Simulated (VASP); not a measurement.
Energy against volume of NiSi₂ (fluorite). These are revTPSS meta-GGA, VASP's PBE PAW potentials (set 64) (plane waves; VASP) values and carry that method's errors. Run with 520 eV cut-off, 10×10×10 Γ-centred mesh, first-order Methfessel-Paxton smearing of 0.10 eV, potentials Si Ni.

| V (Å³/atom) | E (eV/atom) |
|---|---|
| 12.540 | -5.46721 |
| 12.928 | -5.47474 |
| 13.316 | -5.46985 |
| 13.704 | -5.45437 |

Problem. Fit these four points and predict the energy of the run at 12.152 Å³/atom.

Solution. A cubic in V^(−2/3), the third-order Birch-Murnaghan form, passes through the four points with V0 = 12.96 Å³/atom and B0 = 169 GPa, and gives -5.4451 eV/atom there. The run gave -5.4457 eV/atom, -0.6 meV/atom from the fit; all five points give B0 = 167 GPa.

The compound is NiSi2 in the fluorite structure. It was relaxed first. The run is not spin-polarised, so no magnetic state was tried.
